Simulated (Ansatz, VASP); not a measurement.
**NiMoIrPdW: VASP beside Ansatz**

File INCAR:

```
  ALGO = Fast
  CSHIFT = 0.1
  EDIFF = 1E-6
  ENCUT = 520
  GGA = PE
  ISIF = 2
  ISMEAR = -1
  ISPIN = 2
  KPAR = 4
  LASPH = T
  LCHARG = F
  LMAXMIX = 4
  LOPTICS = T
  LORBIT = 11
  LREAL = F
  LWAVE = F
  MAGMOM = 1 1 0 0.6 0
  NBANDS = 52
  NEDOS = 2000
  NELM = 100
  PREC = Accurate
  SIGMA = 0.05
```

File KPOINTS:

```
k-points
0
Gamma
  11 11 3
```

POSCAR

```
NiMoIrPdW
1.0
    2.7660900000      0.0000000000      0.0000000000
   -1.3830500000      2.3955100000      0.0000000000
    0.0000000000      0.0000000000     11.0227800000
Ni Mo Pd Ir W
1 1 1 1 1
Direct
    0.3333300000      0.6666700000      0.5971100000
    0.0000000000      0.0000000000      0.4107400000
    0.6666700000      0.3333300000      0.7952000000
    0.6666700000      0.3333300000      0.1996100000
    0.3333300000      0.6666700000      0.9973400000
```

Contents of input.yaml:

```yaml
crystal:
  lattice:
    - [2.76609, 0.0, 0.0]
    - [-1.38305, 2.39551, 0.0]
    - [0.0, 0.0, 11.02278]
  atoms:
    - { symbol: Ni, position: [0.33333, 0.66667, 0.59711], spin: 1.0 }
    - { symbol: Mo, position: [0.0, 0.0, 0.41074], spin: 1.0 }
    - { symbol: Pd, position: [0.66667, 0.33333, 0.7952] }
    - { symbol: Ir, position: [0.66667, 0.33333, 0.19961], spin: 0.6 }
    - { symbol: W, position: [0.33333, 0.66667, 0.99734] }
hamiltonian:
  xc: pbe
  pseudopotentials: { kind: nc, source: spms }
magnetization:
  spin_polarized: true
kpoints:
  mp_grid: { grid: [11, 11, 3] }
scf:
  occupations: { method: fermi_dirac, width: 0.05 }
output:
  forces: true
  stress: true
  eigenvalues: true
```

The cell was built by a generator and needn't be a form met in nature.

Alike in both runs: functional PBE; k mesh 11 × 11 × 3; occupations fermi-dirac, width 0.05 eV; collinear spin, ferromagnetic start.

|  | VASP | Ansatz |
| --- | --- | --- |
| version | VASP 6.6.1 | Ansatz 0.2.0 |
| potentials or method | VASP PAW PBE potentials, release 64 (Ni, Mo_sv, Pd, Ir, W_sv) | SPMS NC |
| plane-wave cutoff (eV) | 520 | 925 |
| valence electrons in the cell | 57 | 81 |
| task | optical spectrum | single point |

Ansatz gave:

* gap on the k mesh at the Fermi level (eV): none
* pressure (GPa): 0.3
* largest component of the traceless stress (GPa): 1.05
* rms of the force components (eV/Å): 0.062
* net moment per atom (μB): 0.00

Task: Estimate VASP's values.

Result: gap on the k mesh at the Fermi level (eV): none; pressure (GPa): 0.5; largest component of the traceless stress (GPa): 0.99; rms of the force components (eV/Å): 0.049; net moment per atom (μB): 0.00.

Atom by atom the forces differ by 0.016 eV/Å (rms over components). A gap of «none» marks a metal or a gap that the smearing closes. With one functional, cell and mesh, what is left measures potentials, basis and numerics. The two sets of potentials don't hold the same shells in valence.

Caveats: spectra need much finer meshes, so this one isn't converged (VASP); independent-particle spectra lack excitons (VASP); the intraband (Drude) part of a metal's response may be missing (VASP); the starting moments weren't kept (Ansatz). The runs have no spin-orbit coupling, so splittings on Ir, W are missing.
